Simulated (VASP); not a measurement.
# Cu2SeS with AM05: from relaxation to properties, part 6 of 8

Wanted: the relaxed cell of Cu2SeS and its properties. The cell is invented: it takes the structure of a Materials Project entry for Mg2SeS (space group 115 there), with some of its atoms replaced by other elements, volume scaled by an estimate. It may not be a known or stable phase. The atoms of the start are displaced at random from the sites of a P-4m2 cell.

VASP 6.6.1; AM05, no spin polarisation; plane waves and PAW (Se, Cu, S); invented cell.

Still holding for the runs below: This run has no spin polarisation, although Cu can carry a moment.

So far. Step 5 (Bands along the symmetry lines (AM05)): There is no gap at this level. Step 6 (Total and projected DOS (AM05)): The finer mesh and the other smearing move the Fermi level by -0.00 eV from the 6×6×5 run, a small shift, which tests the Fermi level alone. Of the states within 0.3 eV of the Fermi level, the largest shares in the PAW spheres are Cu d 38 % and Se p 19 %. The rest lies in smaller channels or between the spheres.

### 7. Zone-centre phonons (AM05) (continued)

OUTCAR, selected parts (step 7):

```text
   k-points           NKPTS =    105   k-points in BZ     NKDIM =    105   number of bands    NBANDS=     23

   NELECT =      34.0000    total number of electrons

  Total       -0.1837199     -0.1837199      0.2903399      0.0000000      0.0000000      0.0000000
  in kB       -4.0287979     -4.0287979      6.3668698      0.0000000      0.0000000      0.0000000
  external PRESSURE =      -0.5635753 kB  Pullay stress =       0.0000000 kB

 POSITION                                       TOTAL-FORCE (eV/Angst)
 -----------------------------------------------------------------------------------
      1.89002      1.89002      2.55662        -0.000000      0.000000      0.000000
      0.00000      1.89002      1.16140        -0.000000     -0.000000     -0.019255
      1.89002      0.00000      3.95184         0.000000     -0.000000      0.019255
      0.00000      0.00000      0.00000        -0.000000     -0.000000      0.000000
 -----------------------------------------------------------------------------------
    total drift:                                0.000000      0.000000      0.000000

 Eigenvectors and eigenvalues of the dynamical matrix
 ----------------------------------------------------

   1 f  =    9.508489 THz    59.743596 2PiTHz  317.169043 cm-1    39.323932 meV
             X         Y         Z           dx          dy          dz
      1.890025  1.890025  2.556621     0.004727    0.077552    0.000000
      0.000000  1.890025  1.161405    -0.000077    0.517295   -0.000000
      1.890025  0.000000  3.951838     0.031529   -0.001261   -0.000000
      0.000000  0.000000  0.000000    -0.051814   -0.850111    0.000000

   2 f  =    9.508489 THz    59.743596 2PiTHz  317.169043 cm-1    39.323932 meV
             X         Y         Z           dx          dy          dz
      1.890025  1.890025  2.556621     0.077552   -0.004727   -0.000000
      0.000000  1.890025  1.161405    -0.001261   -0.031529    0.000000
      1.890025  0.000000  3.951838     0.517295    0.000077   -0.000000
      0.000000  0.000000  0.000000    -0.850111    0.051814   -0.000000

   3 f  =    7.828547 THz    49.188215 2PiTHz  261.132236 cm-1    32.376256 meV
             X         Y         Z           dx          dy          dz
      1.890025  1.890025  2.556621    -0.000000    0.000000    0.016478
      0.000000  1.890025  1.161405     0.000000    0.000000    0.308332
      1.890025  0.000000  3.951838    -0.000000   -0.000000    0.308332
      0.000000  0.000000  0.000000     0.000000   -0.000000   -0.899773

   4 f  =    6.232284 THz    39.158597 2PiTHz  207.886627 cm-1    25.774645 meV
             X         Y         Z           dx          dy          dz
      1.890025  1.890025  2.556621    -0.000000    0.000000   -0.818193
      0.000000  1.890025  1.161405     0.000000   -0.000000    0.369907
      1.890025  0.000000  3.951838    -0.000000   -0.000000    0.369907
      0.000000  0.000000  0.000000     0.000000   -0.000000    0.238534

   5 f  =    6.211544 THz    39.028285 2PiTHz  207.194822 cm-1    25.688872 meV
             X         Y         Z           dx          dy          dz
      1.890025  1.890025  2.556621    -0.026590    0.714737    0.000000
      0.000000  1.890025  1.161405     0.025680   -0.106369   -0.000000
      1.890025  0.000000  3.951838     0.003957   -0.690256    0.000000
      0.000000  0.000000  0.000000    -0.000056    0.001501   -0.000000

   6 f  =    6.211544 THz    39.028285 2PiTHz  207.194822 cm-1    25.688872 meV
             X         Y         Z           dx          dy          dz
      1.890025  1.890025  2.556621     0.714737    0.026590    0.000000
      0.000000  1.890025  1.161405    -0.690256   -0.003957   -0.000000
      1.890025  0.000000  3.951838    -0.106369   -0.025680    0.000000
      0.000000  0.000000  0.000000     0.001501    0.000056   -0.000000

   7 f  =    5.432262 THz    34.131910 2PiTHz  181.200761 cm-1    22.466021 meV
             X         Y         Z           dx          dy          dz
      1.890025  1.890025  2.556621    -0.000000   -0.000000    0.000000
      0.000000  1.890025  1.161405     0.000000    0.000000   -0.707107
      1.890025  0.000000  3.951838     0.000000    0.000000    0.707107
      0.000000  0.000000  0.000000    -0.000000   -0.000000   -0.000000

   8 f  =    2.129144 THz    13.377804 2PiTHz   71.020589 cm-1     8.805427 meV
             X         Y         Z           dx          dy          dz
      1.890025  1.890025  2.556621    -0.387117    0.049998   -0.000000
      0.000000  1.890025  1.161405    -0.502678   -0.086022   -0.000000
      1.890025  0.000000  3.951838     0.666044    0.064923    0.000000
      0.000000  0.000000  0.000000     0.370721   -0.047880    0.000000

   9 f  =    2.129144 THz    13.377804 2PiTHz   71.020589 cm-1     8.805427 meV
             X         Y         Z           dx          dy          dz
      1.890025  1.890025  2.556621    -0.049998   -0.387117    0.000000
      0.000000  1.890025  1.161405    -0.064923    0.666044    0.000000
      1.890025  0.000000  3.951838     0.086022   -0.502678    0.000000
      0.000000  0.000000  0.000000     0.047880    0.370721    0.000000

  10 f/i=    0.009492 THz     0.059639 2PiTHz    0.316614 cm-1     0.039255 meV
             X         Y         Z           dx          dy          dz
      1.890025  1.890025  2.556621    -0.559732    0.129419    0.000000
      0.000000  1.890025  1.161405    -0.502481    0.116853    0.000000
      1.890025  0.000000  3.951838    -0.505384    0.116182    0.000000
      0.000000  0.000000  0.000000    -0.357844    0.082739    0.000000

  11 f/i=    0.009492 THz     0.059639 2PiTHz    0.316614 cm-1     0.039255 meV
             X         Y         Z           dx          dy          dz
      1.890025  1.890025  2.556621    -0.129419   -0.559732   -0.000000
      0.000000  1.890025  1.161405    -0.116182   -0.505384   -0.000000
      1.890025  0.000000  3.951838    -0.116853   -0.502481   -0.000000
      0.000000  0.000000  0.000000    -0.082739   -0.357844   -0.000000

  12 f/i=    0.018955 THz     0.119095 2PiTHz    0.632258 cm-1     0.078390 meV
             X         Y         Z           dx          dy          dz
      1.890025  1.890025  2.556621    -0.000000   -0.000000    0.574708
      0.000000  1.890025  1.161405    -0.000000   -0.000000    0.517784
      1.890025  0.000000  3.951838    -0.000000   -0.000000    0.517784
      0.000000  0.000000  0.000000    -0.000000   -0.000000    0.365391

 ELASTIC MODULI CONTR FROM IONIC RELAXATION (kBar)
 Direction    XX          YY          ZZ          XY          YZ          ZX
 --------------------------------------------------------------------------------
 XX        -399.1069    396.8239      2.0101      0.0000     -0.0000      0.0000
 YY         396.8239   -399.1069      2.0101      0.0000     -0.0000     -0.0000
 ZZ           2.0101      2.0101     -3.5395      0.0000      0.0000      0.0000
 XY           0.0000      0.0000      0.0000      0.0000      0.0000      0.0000
 YZ          -0.0000     -0.0000      0.0000      0.0000   -350.2019      0.0000
 ZX           0.0000     -0.0000      0.0000      0.0000      0.0000   -383.2556
 --------------------------------------------------------------------------------

[... 6 parts as in an earlier step ...]

[... 4 further parts left out ...]
```

Energies printed during the response cycles are not total energies of the cell.

This step gave:

| Property | Result |
| --- | --- |
| bands | 23 |
| irreducible k-points | 105 |
| pressure of the cell | -0.05636 GPa |
| largest force of the cell | 0.01926 eV/Å |
| Fermi energy | 4.187 eV |

The modes at Γ (shares of kinetic energy by element, %):

```tsv
mode	frequency (cm⁻¹)	symmetry	Se %	Cu %	S %
1	-0.6	acoustic	33	54	13
2	-0.3	acoustic	33	54	13
3	-0.3	acoustic	33	54	13
4	71.0	E	15	71	14
5	71.0	E	15	71	14
6	181.2	A1	0	100	0
7	207.2	E	51	49	0
8	207.2	E	51	49	0
9	207.9	B	67	27	6
10	261.1	B	0	19	81
11	317.2	E	1	27	73
12	317.2	E	1	27	73
```

Displacements in mode 4 (71.0 cm⁻¹), the largest set to 1:
```
Se1 -0.07 -0.52  0.00
Cu2 -0.10  1.00  0.00
Cu3  0.13 -0.75  0.00
S4   0.10  0.78  0.00
```

Displacements in mode 12 (317.2 cm⁻¹), the largest set to 1:
```
Se1  0.00  0.06  0.00
Cu2  0.00  0.43  0.00
Cu3  0.03  0.00  0.00
S4  -0.06 -1.00  0.00
```

The three acoustic modes lie within 0.6 cm⁻¹ of zero, and all others are real. By the characters of their eigenvectors the optical modes sort into (cm⁻¹) Raman active: E 71, A1 181, E 207, B 208, B 261, E 317; infrared active: E 71, E 207, B 208, B 261, E 317. In this point group the infrared-active B modes are B2 and the others B1.

### 8. Core levels (AM05)

Core levels shift with the potential at each site, so they tell like atoms on unlike sites apart.

File INCAR:

```
SYSTEM = Cu2SeS
PREC = Accurate
ENCUT = 400
EDIFF = 1E-06
NELM = 100
ISMEAR = 0
SIGMA = 0.05
LREAL = .FALSE.
ALGO = Normal
GGA = AM
NBANDS = 23
LORBIT = 11
LWAVE = .FALSE.
LCHARG = .FALSE.
KPAR = 2
ICORELEVEL = 1
```

File POSCAR:

```
Cu2SeS
1.0
    3.7800495400      0.0000000000      0.0000000000
    0.0000000000      3.7800495400      0.0000000000
    0.0000000000      0.0000000000      5.1132423600
Se Cu S
1 2 1
Direct
    0.5000000000      0.5000000000      0.5000000000
    0.0000000000      0.5000000000      0.2271366280
    0.5000000000      0.0000000000      0.7728633720
    0.0000000000      0.0000000000      0.0000000000
```

File KPOINTS:

```
Automatic mesh
0
Gamma
6 6 5
0 0 0
```

Potentials, in the order of the species: Se, Cu and S (PBE family, release 64).

On the command line:

```bash
$ mpirun -np 2 vasp_std
```

Log:

```text
[... set-up lines as in an earlier step ...]
 entering main loop
       N       E                     dE             d eps       ncg     rms          rms(c)
DAV:   1     0.227534578196E+03    0.22753E+03   -0.12738E+04  1380   0.151E+03
DAV:   2     0.223358347228E+01   -0.22530E+03   -0.21413E+03  1394   0.319E+02
DAV:   3    -0.188306543371E+02   -0.21064E+02   -0.20173E+02  1863   0.114E+02
DAV:   4    -0.197498130174E+02   -0.91916E+00   -0.91683E+00  1888   0.231E+01
DAV:   5    -0.197845823105E+02   -0.34769E-01   -0.34757E-01  1951   0.402E+00    0.158E+01
DAV:   6    -0.200061620232E+02   -0.22158E+00   -0.48388E+01  1742   0.183E+02    0.130E+01
DAV:   7    -0.163887250101E+02    0.36174E+01   -0.12159E+01  1660   0.104E+02    0.413E+00
DAV:   8    -0.164989260015E+02   -0.11020E+00   -0.20205E+00  2229   0.217E+01    0.213E+00
DAV:   9    -0.164608402526E+02    0.38086E-01   -0.17127E-01  2072   0.110E+01    0.432E-01
DAV:  10    -0.164619291507E+02   -0.10889E-02   -0.13871E-02  2245   0.121E+00    0.301E-01
DAV:  11    -0.164614781989E+02    0.45095E-03   -0.43887E-03  1959   0.219E+00    0.113E-01
DAV:  12    -0.164614010023E+02    0.77197E-04   -0.14082E-03  2245   0.833E-01    0.298E-02
DAV:  13    -0.164614020305E+02   -0.10282E-05   -0.48117E-05  2251   0.592E-02    0.123E-02
DAV:  14    -0.164614048453E+02   -0.28148E-05   -0.80784E-06  1848   0.378E-02    0.550E-03
DAV:  15    -0.164614056144E+02   -0.76906E-06   -0.92900E-07  1256   0.146E-02
   1 F= -.16461406E+02 E0= -.16459251E+02  d E =-.430940E-02
```

Elapsed: 13 s, on 2 MPI ranks of Intel Xeon 6975P-C (Granite Rapids), shared host; peak memory 0.35 GiB.

OUTCAR, selected parts (step 8):

```text
   k-points           NKPTS =     30   k-points in BZ     NKDIM =     30   number of bands    NBANDS=     23

   NELECT =      34.0000    total number of electrons

 the core state eigenenergies are
   1-  1s -12493.4072  2s  -1596.8976  2p  -1403.2481  3s   -203.5848  3p   -143.0559
       3d    -43.2398
   2-  1s  -8844.5503  2s  -1056.8811  2p   -911.3410  3s   -108.4034  3p    -65.7622

   3-  1s  -8844.5503  2s  -1056.8811  2p   -911.3410  3s   -108.4034  3p    -65.7622

   4-  1s  -2395.5578  2s   -201.5349  2p   -146.3154

 E-fermi :   4.1987

 k-point     1 :       0.0000    0.0000    0.0000
  band No.  band energies     occupation
    ...
     11       1.6249      2.00000
     12       1.7010      2.00000
     13       1.9893      2.00000
     14       2.5780      2.00000
     15       2.5780      2.00000
     16       5.4590      0.00000
     17       5.4590      0.00000
     18       5.5692      0.00000
     19       7.4011      0.00000
     20       7.9967      0.00000
    ...

  Total       -0.1721733     -0.1721733      0.4478775      0.0000000      0.0000000      0.0000000
  in kB       -3.7755908     -3.7755908      9.8215146      0.0000000      0.0000000      0.0000000
  external PRESSURE =       0.7567777 kB  Pullay stress =       0.0000000 kB

 POSITION                                       TOTAL-FORCE (eV/Angst)
 -----------------------------------------------------------------------------------
      1.89002      1.89002      2.55662        -0.000000     -0.000000      0.000000
      0.00000      1.89002      1.16140        -0.000000      0.000000     -0.023865
      1.89002      0.00000      3.95184         0.000000      0.000000      0.023865
      0.00000      0.00000      0.00000        -0.000000      0.000000      0.000000
 -----------------------------------------------------------------------------------
    total drift:                                0.000000      0.000000      0.000000

  FREE ENERGIE OF THE ION-ELECTRON SYSTEM (eV)
  ---------------------------------------------------
  free  energy   TOTEN  =       -16.4614056144 eV

  energy  without entropy=      -16.4570962124  energy(sigma->0) =      -16.45925091

[... 9 parts as in an earlier step ...]

[... 6 further parts left out ...]
```

These are scalar-relativistic Kohn-Sham levels of the ground state, with no core hole, so they are not binding energies.

Numbers from this step:

- SCF cycles: 15
- irreducible k-points: 30
- free energy (TOTEN): -16.46 eV
- Fermi energy: 4.199 eV
- pressure: 0.07568 GPa

Kohn-Sham core levels. Core levels, by row:

```tsv
atom	shell	level below the Fermi level (eV)
Se1	1s	12498
Se1	2s	1601
Se1	2p	1407
Se1	3s	207.8
Se1	3p	147.3
Se1	3d	47.44
Cu2	1s	8849
Cu2	2s	1061
Cu2	2p	915.5
Cu2	3s	112.6
Cu2	3p	69.96
Cu3	1s	8849
Cu3	2s	1061
Cu3	2p	915.5
Cu3	3s	112.6
Cu3	3p	69.96
S4	1s	2400
S4	2s	205.7
S4	2p	150.5
```

Atoms of one element give levels within 0.1 eV of each other.

### 9. Volume scan with AM05

An equation of state needs energies on both sides of the minimum, all on one mesh and cutoff.

INCAR: that of step 8 with these lines changed.

```diff
@@ -15,2 +15,2 @@
 KPAR = 2
-ICORELEVEL = 1
+ISIF = 2
```

File POSCAR:

```
Cu2SeS
1.0
    3.7028840196      0.0000000000      0.0000000000
    0.0000000000      3.7028840196      0.0000000000
    0.0000000000      0.0000000000      5.0088611864
Se Cu S
1 2 1
Direct
    0.5000000000      0.5000000000      0.5000000000
    0.0000000000      0.5000000000      0.2271366280
    0.5000000000      0.0000000000      0.7728633720
    0.0000000000      0.0000000000      0.0000000000
```

KPOINTS is that of step 8.

On the command line:

```bash
$ mpirun -np 2 vasp_std
```

Log:

```text
[... set-up lines as in an earlier step ...]
 entering main loop
       N       E                     dE             d eps       ncg     rms          rms(c)
DAV:   1     0.234056858810E+03    0.23406E+03   -0.12890E+04  1380   0.156E+03
DAV:   2     0.321556900207E+01   -0.23084E+03   -0.22016E+03  1380   0.326E+02
DAV:   3    -0.188191993030E+02   -0.22035E+02   -0.21165E+02  1861   0.119E+02
DAV:   4    -0.197920554822E+02   -0.97286E+00   -0.96801E+00  1882   0.237E+01
DAV:   5    -0.198240149016E+02   -0.31959E-01   -0.31948E-01  1945   0.383E+00    0.164E+01
DAV:   6    -0.198286389128E+02   -0.46240E-02   -0.48927E+01  1756   0.189E+02    0.131E+01
DAV:   7    -0.162986627488E+02    0.35300E+01   -0.12300E+01  1653   0.108E+02    0.445E+00
DAV:   8    -0.164182539691E+02   -0.11959E+00   -0.20572E+00  2223   0.221E+01    0.225E+00
DAV:   9    -0.163715081085E+02    0.46746E-01   -0.19088E-01  2062   0.122E+01    0.448E-01
DAV:  10    -0.163727861988E+02   -0.12781E-02   -0.16320E-02  2252   0.126E+00    0.299E-01
DAV:  11    -0.163722898029E+02    0.49640E-03   -0.44261E-03  1881   0.222E+00    0.105E-01
DAV:  12    -0.163722316876E+02    0.58115E-04   -0.13507E-03  2266   0.801E-01    0.315E-02
DAV:  13    -0.163722305031E+02    0.11845E-05   -0.46147E-05  2231   0.643E-02    0.136E-02
DAV:  14    -0.163722322710E+02   -0.17679E-05   -0.86031E-06  2034   0.398E-02    0.693E-03
DAV:  15    -0.163722329344E+02   -0.66340E-06   -0.77851E-07  1290   0.120E-02
   1 F= -.16372233E+02 E0= -.16370041E+02  d E =-.438423E-02
```

Run time: 8.8 s. Hardware: 2 MPI ranks; peak memory 0.32 GiB.

OUTCAR, selected parts (step 9):

```text
   ENCUT  =  400.0 eV  29.40 Ry    5.42 a.u.   6.04  6.04  8.17*2*pi/ulx,y,z

   NELECT =      34.0000    total number of electrons

 E-fermi :   4.8883

 k-point     1 :       0.0000    0.0000    0.0000
  band No.  band energies     occupation
    ...
     11       2.0692      2.00000
     12       2.1628      2.00000
     13       2.4881      2.00000
     14       3.0988      2.00000
     15       3.0988      2.00000
     16       6.2715      0.00000
     17       6.2715      0.00000
     18       6.3909      0.00000
     19       8.3554      0.00000
     20       8.6671      0.00000
    ...

  Total        2.4717961      2.4717961      3.0733192      0.0000000      0.0000000      0.0000000
  in kB       57.6639005     57.6639005     71.6966787      0.0000000      0.0000000      0.0000000
  external PRESSURE =      62.3414932 kB  Pullay stress =       0.0000000 kB

 POSITION                                       TOTAL-FORCE (eV/Angst)
 -----------------------------------------------------------------------------------
      1.85144      1.85144      2.50443         0.000000     -0.000000     -0.000000
      0.00000      1.85144      1.13770         0.000000      0.000000     -0.015443
      1.85144      0.00000      3.87117        -0.000000      0.000000      0.015443
      0.00000      0.00000      0.00000         0.000000      0.000000     -0.000000
 -----------------------------------------------------------------------------------
    total drift:                                0.000000      0.000000      0.000000

  FREE ENERGIE OF THE ION-ELECTRON SYSTEM (eV)
  ---------------------------------------------------
  free  energy   TOTEN  =       -16.3722329344 eV

  energy  without entropy=      -16.3678487016  energy(sigma->0) =      -16.37004082

[... 3 parts as in an earlier step ...]

[... 13 further parts left out ...]
```

The scan keeps the cell's shape and the fractional positions fixed.

Numbers from this step:

| Item | Value |
| --- | --- |
| free energy (TOTEN) | -16.37 eV |
| energy at zero smearing | -16.37 eV |
| Fermi energy | 4.888 eV |
| pressure | 6.234 GPa |

The pressure here is 6.23 GPa.

(Part 6 of 8 ends here.)

[Lines on the potential files, build, host, timing and source positions are cut from VASP's logs without a mark.]

[Logs are printed without paths, hosts, clocks, repeated set-up lines and the standing remarks that a program may print on its own settings, such as how far it seeks lower states.]

[Hosts, paths, dates, database ids (printed as entryN), source tags and the programs' standing remarks are cut or masked in the printed files.]

[A measured line is paired with the nearest computed mode of its activity, which favours agreement.]
